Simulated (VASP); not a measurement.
Write the native input for VASP 6.6.1 that does the following.

| Quantity | Value |
| --- | --- |
| Task | single point |
| Functional | PBE |
| Potentials or basis | VASP PAW PBE potentials, release 64 (P, Li_sv, Cl) |
| Cutoff | 520 eV |
| k mesh | 3 × 3 × 3 |
| Occupations | fermi-dirac, width 0.1 eV |
| Spin | no spin polarisation |
| Dipole correction | no |
| Further INCAR settings | ALGO = Normal; EDIFF = 1e-06; NBANDS = 26 |

The structure of Li3PCl3 lies in POSCAR:

```
Li3PCl3
1.0
    5.2452670000      0.0000000000      0.0000000000
    0.0000000000      5.2452670000      0.0000000000
    0.0000000000      0.0000000000      5.2452670000
P Li Cl
1 3 3
Direct
    0.0024229462      0.0017997177     -0.0023924426
    0.4900625650     -0.0062576414     -0.0230106494
   -0.0171901640      0.4936875473     -0.0133091414
   -0.0042638440      0.0120760297      0.5212992971
   -0.0069851544      0.5084517147      0.5085224451
    0.5111148775     -0.0063258934      0.4920085098
    0.4965497467      0.4979058263      0.0032888698
```

The cell was built by a generator and needn't be a form met in nature.

One way to write it, as run:

INCAR

```
SYSTEM = Li3PCl3
  ALGO = Normal
  EDIFF = 1E-6
  ENCUT = 520
  GGA = PE
  ISIF = 2
  ISMEAR = -1
  LASPH = .True.
  LCHARG = .True.
  LELF = .True.
  LREAL = .False.
  LVHAR = .True.
  LWAVE = .False.
  NBANDS = 26
  NELM = 60
  PREC = Accurate
  SIGMA = 0.1
```

KPOINTS

```
k-points
0
Gamma
  3 3 3
  0 0 0
```

Potentials or basis: VASP PAW PBE potentials, release 64 (P, Li_sv, Cl).

The run is started by

```sh
$ cat potpaw_PBE.64/P/POTCAR potpaw_PBE.64/Li_sv/POTCAR potpaw_PBE.64/Cl/POTCAR > POTCAR
$ mpirun -np 1 vasp_std > vasp.out
```

Results of the run:

```json
{
  "Largest force": "0.410 eV/Å",
  "Band gap on the k mesh": "none (metal or under the smearing width)"
}
```

Caveat: the k mesh is coarse (spacing up to 0.40 Å⁻¹), so the values aren't converged; an odd number of electrons without spin polarisation forces a metal; a magnetic or distorted state may lie lower.

Run time: 38 s on 1 thread of Intel(R) Xeon(R) 6975P-C (Granite Rapids), with other jobs on the host, peak memory 0.24 GiB.
